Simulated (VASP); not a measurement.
VASP ran on this input.

### INCAR
```
# general
SYSTEM  = MnO2
PREC    = Accurate
ENCUT   = 620   # plane-wave cut-off (eV)
LREAL   = .False.   # projection in real space or not
LASPH   = .True.   # aspherical one-centre terms

# electronic loop
EDIFF   = 1E-6   # SCF stop (eV)
NELM    = 100
ALGO    = Normal
LMAXMIX = 4

# smearing
ISMEAR  = 1   # Methfessel-Paxton
SIGMA   = 0.1

# functional
GGA     = PE   # PBE

# spin
ISPIN   = 2   # spin-polarised
MAGMOM  = 2.5 -2.5 -0.0 2*0.0 -0.0

# ions
IBRION  = 2   # conjugate gradients
NSW     = 40
ISIF    = 3   # ions, shape and volume
EDIFFG  = -0.02   # ionic stop
PSTRESS = 300

# output
LWAVE   = .False.
LCHARG  = .False.
LORBIT  = 10
```

**POSCAR**
```
MnO2
1.0
  4.3093907401   0.0000000000   0.0000000000
  0.0000000000   4.3093907401   0.0000000000
  0.0000000000   0.0000000000   2.8140284161
Mn O
2 4
Cartesian
  0.0000000000   0.0000000000   0.0000000000
  2.1546953700   2.1546953700   1.4070142081
  1.3040797652   1.3040797652   0.0000000000
  3.4587751352   0.8506156049   1.4070142081
  0.8506156049   3.4587751352   1.4070142081
  3.0053109749   3.0053109749   0.0000000000
```

### KPOINTS
```
Automatic mesh
0
gamma
 7 7 11
0 0 0
```

POTCAR, in this order: Mn_pv O (PBE.64 set). Program: vasp_std.

Question: Translate this PBE calculation to Ansatz.

Answer: One equivalent input (not run):
Ansatz 0.2 input:
```yaml
crystal:
  lattice:
    - [4.3093907, 0.0000000, 0.0000000]
    - [0.0000000, 4.3093907, 0.0000000]
    - [0.0000000, 0.0000000, 2.8140284]
  atoms:
    - { symbol: Mn, position: [0.0000000, 0.0000000, 0.0000000], spin: 2.5 }
    - { symbol: Mn, position: [0.5000000, 0.5000000, 0.5000000], spin: -2.5 }
    - { symbol: O, position: [0.3026135, 0.3026135, 0.0000000] }
    - { symbol: O, position: [0.8026135, 0.1973865, 0.5000000] }
    - { symbol: O, position: [0.1973865, 0.8026135, 0.5000000] }
    - { symbol: O, position: [0.6973865, 0.6973865, 0.0000000] }
kpoints:
  mp_grid: { grid: [7, 7, 11] }
hamiltonian:
  xc: pbe
  pseudopotentials: { kind: paw }
magnetization: { spin_polarized: true }
scf:
  occupations: { method: methfessel_paxton, width: 0.1 }
  max_iter: 100
relax:
  max_steps: 40
  f_tol: 0.02
  cell: { p_target: 30 }
output: { forces: true, stress: true, eigenvalues: true }
```
What does not carry over: each code has its own PAW files, so the cut-off isn't converted (ENCUT is set for VASP's; basis.ecutwfc is left out, and Ansatz then takes the one that its files recommend); Ansatz stops its SCF on the density residual and VASP on the energy change (EDIFF).

The compound is MnO2 in the rutile structure. This run relaxes it under an external pressure of 30 GPa. Symmetry was kept, so distortions that lower it aren't found.
